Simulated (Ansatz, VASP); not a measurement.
# HfC in two plane-wave programs, part 2 of 2

Aim: how closely do two programs agree when they are given the same cell, functional and k mesh? The cell is taken from a series of runs on this material, whose earlier steps may have relaxed, scaled, displaced or heated it; both programs get it as it stands.

VASP 6.6.1 and Ansatz 0.2.0.

So far: The starting structure; VASP: zone-centre phonons, LDA.

## 3. Ansatz: zone-centre phonons, LDA

Level of this step: Ansatz beside VASP: Kohn-Sham DFT, plane waves, LDA (Ansatz).

Ansatz runs on its PAW soft_1 files.

The same cell, functional (in two slightly different forms), mesh and smearing now go to Ansatz, which takes its cutoff from its data sets.

The input, input.yaml:

```yaml
crystal:
  lattice:
    - [0.0, 2.2406451467, 2.3044544783]
    - [2.2406451467, 0.0, 2.3044544783]
    - [2.2406451467, 2.2406451467, 0.0]
  atoms:
    - { symbol: C, position: [0.0, 0.0, 0.0] }
    - { symbol: Hf, position: [0.5, 0.5, 0.5] }
kpoints:
  mp_grid: { grid: [16, 16, 16] }
hamiltonian:
  xc: lda
  pseudopotentials: { kind: paw, azcp: { folder: soft_1 }, xc_functional: pbe }
scf:
  occupations: { method: methfessel_paxton, width: 0.2 }
output:
  eigenvalues: true
phonons:
  method: dfpt
```

Command:

```sh
> ansatz run input.yaml --threads 4 --pin off --max-ram 10240MiB --backend cpu --events-out ev --progress --plain --runs-dir out
```

Numbers of over 12 decimals in the logs are rounded to 6 here.

Output:

```text
zone centre: on kpoints.mp_grid the ground state, and the responses unless they are solved on pairs of k-points, stand on 621 of the mesh's 4096 k-points, reduced under 8 symmetry operations, with k and −k counted as one. Each operation leaves every solved displacement unchanged or reverses it
Engine: ansatz 0.2.0, aarch64-unknown-linux-gnu
Pseudopotentials: kind: paw
Pseudopotential: C, paw, valence charge 4, recommended cutoff 420 eV (normal), soft_1/C.paw.azcp
Pseudopotential: Hf, paw, valence charge 26, recommended cutoff 420 eV (normal), soft_1/Hf.paw.azcp
Functional definition: SPW92
  exchange = slater_x
  correlation = pw_c
Crystal: 2 atoms, lattice volume = 23.139 Å³
Basis set: ecut = 420 eV, 459 PW (Γ), exchange–correlation on 48×48×48 points (8 copies of the dense FFT grid, shifted against one another)
Bands: 19, of which v1, the nominal top of the filled ones, is band 15 counted from 1 (14 counted from 0)
Symmetry: 16 space group operations
k-points: 621 of 4096 (irreducible under 8 space group operations)
Non-local potential: C, projectors of the file, l = 0: 2, l = 1: 2, l = 2: 1
Non-local potential: Hf, projectors of the file, l = 0: 3, l = 1: 2, l = 2: 2, l = 3: 3
PAW form: soft (Blöchl's): semilocal exchange-correlation on the pseudo side does not see the compensation charge
PAW frozen core: C, regenerated for the run's functional, and the local potential with it (the file was generated under x = pbe(κ = 0.804, μ = 0.219515), c = pbe(β = 0.066725))
PAW frozen core: Hf, regenerated for the run's functional, and the local potential with it (the file was generated under x = pbe(κ = 0.804, μ = 0.219515), c = pbe(β = 0.066725))
PAW one-centre angular grid: C, 110 points (default); XC on 64 Gauss nodes
PAW one-centre angular grid: Hf, 590 points (default); XC on 64 Gauss nodes
Initial density: superposition of atomic densities (chi_scale 0.1, normalization cell, long waves kept (reshape's long-wave potential 0.00 eV rms))
Initial wavefunctions: pseudopotential atomic-orbital guess
Functional: x = slater, c = lda
SCF iter   1: F=—  HF=-15723.142442 eV  |F-HF|=—  |Δ(HF+E_count)|=         —  Δρ=9.54e-2  dr2=2.77e0  ethr=3.10e-3  ⟨swp⟩=4.9  Hψ=52373  notcnv=0
preconditioner: auto → Kerker (q_TF=auto, 2.849 Å⁻¹)  [metal: Δε(μ)=0.030 eV  Ē_g=17.818 eV  σ=0.200 eV  W_gap=0.13  n_scr=14 (ndim 8)  ℏωp=40.8 eV  f_vac=0.000  D(μ)=0.19/eV (n_scr^D=0)]
SCF iter   2: F=—  HF=-15722.542711 eV  |F-HF|=—  |Δ(HF+E_count)|=   6.00e-1  S|Δr|=    0.00e0  Δρ=3.40e-2  dr2=2.72e-1  ethr=3.10e-3  ⟨swp⟩=2.1  Hψ=20544  notcnv=0
SCF iter   3: F=—  HF=-15722.477966 eV  |F-HF|=—  |Δ(HF+E_count)|=   6.47e-2  S|Δr|=    0.00e0  Δρ=1.37e-2  dr2=2.58e-2  ethr=9.05e-4  ⟨swp⟩=2.0  Hψ=21823  notcnv=0
SCF iter   4: F=—  HF=-15722.472441 eV  |F-HF|=—  |Δ(HF+E_count)|=   5.53e-3  S|Δr|=    0.00e0  Δρ=7.64e-3  dr2=6.58e-3  ethr=8.62e-5  ⟨swp⟩=2.1  Hψ=20927  notcnv=0
SCF iter   5: F=—  HF=-15722.471712 eV  |F-HF|=—  |Δ(HF+E_count)|=   7.28e-4  S|Δr|=    0.00e0  Δρ=1.49e-3  dr2=2.99e-4  ethr=2.19e-5  ⟨swp⟩=2.0  Hψ=18458  notcnv=0
SCF iter   6: F=—  HF=-15722.471595 eV  |F-HF|=—  |Δ(HF+E_count)|=   1.17e-4  S|Δr|=    0.00e0  Δρ=2.93e-4  dr2=2.06e-5  ethr=9.98e-7  ⟨swp⟩=2.6  Hψ=22740  notcnv=0
SCF iter   7: F=—  HF=-15722.471595 eV  |F-HF|=—  |Δ(HF+E_count)|=   1.76e-7  S|Δr|=    0.00e0  Δρ=8.46e-5  dr2=1.21e-6  ethr=6.85e-8  ⟨swp⟩=2.2  Hψ=21480  notcnv=0
SCF iter   8: F=—  HF=-15722.471595 eV  |F-HF|=—  |Δ(HF+E_count)|=   1.69e-7  S|Δr|=    0.00e0  Δρ=1.43e-5  dr2=3.01e-8  ethr=4.02e-9  ⟨swp⟩=2.5  Hψ=22113  notcnv=0
SCF iter   9: F=—  HF=-15722.471595 eV  |F-HF|=—  |Δ(HF+E_count)|=   2.47e-8  S|Δr|=    0.00e0  Δρ=2.52e-6  dr2=1.10e-9  ethr=1.00e-10  ⟨swp⟩=2.3  Hψ=19982  notcnv=0
SCF iter  10: F=—  HF=-15722.471595 eV  |F-HF|=—  |Δ(HF+E_count)|=  7.06e-10  S|Δr|=    0.00e0  Δρ=2.18e-7  dr2=1.14e-11  ethr=3.67e-12  ⟨swp⟩=2.8  Hψ=21433  notcnv=0
SCF iter  11: F=-15722.471595 eV  HF=-15722.471595 eV  |F-HF|=5.46e-12  |Δ(HF+E_count)|=  1.64e-11  S|Δr|=    0.00e0  Δρ=6.02e-8  dr2=6.64e-13  ethr=1.00e-12  ⟨swp⟩=7.3  Hψ=67296  notcnv=0
SCF 1 converged in 11 iterations: F = -15722.471595 eV  dr2 = 6.64e-13
  greatest PAW one-centre occupation: 0.998 electrons in one spin orbital (limit 2), on the Hf atom at site 1 (counted from 0), in its partial waves of l = 3
DFPT response loops at Γ: preconditioner auto → Kerker (q_TF=auto, 2.849 Å⁻¹) (partly filled bands, converged f_vac=0.000); β = 1.00, the filter's whole step (`scf.mixing.beta` (0.50) is not read by the response loops under this deck's `scf.mixing.preconditioner`; to damp them name `kerker` or `kerker_dos`, under which they read `scf.mixing.beta`, and type it under 1.00, their step now; both keys bind the ground state too); Broyden in place of MSR1
SCF converged after 11 iterations
Stability not checked: this state was not tested for a lower state beside it, because cold or Methfessel-Paxton smearing, or corrected tetrahedra, fill the levels in a way that the test cannot read (fill_not_monotonic; see scf.lower_state_search)
Free energy (F): -15722.471595 eV
Harris-Foulkes:  -15722.471595 eV  (|F-HF|=5.46e-12)
Internal energy: -15722.471684 eV  (E = F + TS)
E sigma→0 (E₀):  -15722.471617 eV
Entropy (-TS):   0.000089 eV (0.045 meV/atom)
Fermi energy:    19.979052 eV
--- Per-component energies (eV) ---
  E_band       = 112.672392
  E_kinetic    = 500.138561
  E_local      = -6012.732622  (includes V_loc(G=0)·N_el)
  E_nonlocal   = 99.834741
  E_hartree    = 2961.206066
  E_xc         = -313.914503
  E_vxc        = -316.454556  (∫ρ·V_xc dr)
  E_paw        = -7549.362849  (= ΣΔE_a)
  E_vpaw       = -80.525962  (= ΣTr[D̂ρ^β])
  E_aug_tail   = 0.000122  (compensation charges beyond the density's cutoff)
  E_ewald      = -5410.161122
  E_core_change = 2.519920  (= ΣΔE_core)
  E_smearing   = 0.000089  (= −TS)
  E_closure    = 0.000000  (closes the sum)
  Σ components = -15722.471595   (vs F -15722.471595, Δ=0.00e0)
--- Band table (eV; the first three rows and the last of 621) ---
  k-point 0: bands = [... 11 lower, 9.2998, 20.9833, 21.0328, 21.1624, 21.1624, 21.3605, 21.3605, 23.2313]
  k-point 1: bands = [... 11 lower, 9.2994, 20.2062, 20.3973, 20.5745, 21.4483, 21.6008, 21.9095, 23.7958]
  k-point 2: bands = [... 11 lower, 9.2993, 19.1175, 19.5239, 19.6846, 21.8197, 21.9449, 22.3840, 24.9584]
  k-point 620: bands = [... 11 lower, 9.2651, 17.2902, 17.8560, 20.1529, 20.1529, 25.6420, 27.2055, 27.2055]
--- Phonons (Γ-DFPT): 4 representative perturbations + reference, on 621 of 4096 k-points (Σ response iterations 12) ---
  k mesh reduced under 8 symmetry operations, with k and −k counted as one. Each operation leaves every solved displacement unchanged or reverses it
  ASR residual: 3.403e-5 → 0.000e0 eV/Å²; symmetrization residual: 1.145e-6 eV/Å²
  ASR residual per site (eV/Å²): 3.40e-5 1.74e-5
  Γ frequencies (cm⁻¹): 0.00 0.00 0.00 434.24 523.90 523.90
  non-analytic LO–TO correction: not included (Born effective charges unavailable; polar crystals: no LO–TO splitting at Γ)
```

Reading the cycles: dr2 is the Hartree energy of the density residual (eV), the measure of convergence; HF is the Harris–Foulkes estimate of the energy, which meets the free energy F at convergence.

## 4. Differences

Known differences besides the potentials themselves: the data sets hold 30 valence electrons in Ansatz (on its PAW soft_1 files) and 14 in VASP; the cutoff is 420 eV in Ansatz and 600 eV in VASP; VASP's log shows a relativistic correction to its local exchange, Ansatz's none. Total energies have different zeros and are not compared.

Both answers:

```tsv
quantity	Ansatz	VASP	difference
optical mode 1 (cm⁻¹)	434.2	429.1	+1.19 %
optical mode 2 to 3 (cm⁻¹)	523.9	523.3	+0.12 %
```

Modes are paired by rising frequency, not by their patterns, so a pair may set unlike modes beside each other; they are those without the splitting of longitudinal modes.

## 5. Results

```
r.m.s. difference of the optical zone-centre modes, each program's sorted by frequency (zone-centre phonons, LDA) : 3.0 cm⁻¹
difference in optical mode 1 (zone-centre phonons, LDA)                                                           : +1.2 %
```

In words: The r.m.s. difference of the optical zone-centre modes, each program's sorted by frequency is 3.0 cm⁻¹ (zone-centre phonons, LDA). The data sets hold unlike numbers of valence electrons (30 in Ansatz and 14 in VASP), so part of the differences comes from the potentials. Among the rows given in per cent, the largest difference of the zone-centre phonons, LDA pair is in optical mode 1, +1.2 %. How closely two codes agree says nothing of how well the functional describes the real material.

[Lines on the potential files, build, host, timing and source positions are cut from VASP's logs without a mark.]

[Logs are printed without paths, hosts, clocks, repeated set-up lines and the standing remarks that a program may print on its own settings, such as how far it seeks lower states.]

[Hosts, paths, dates, database ids (printed as entryN), source tags and the programs' standing remarks are cut or masked in the printed files.]
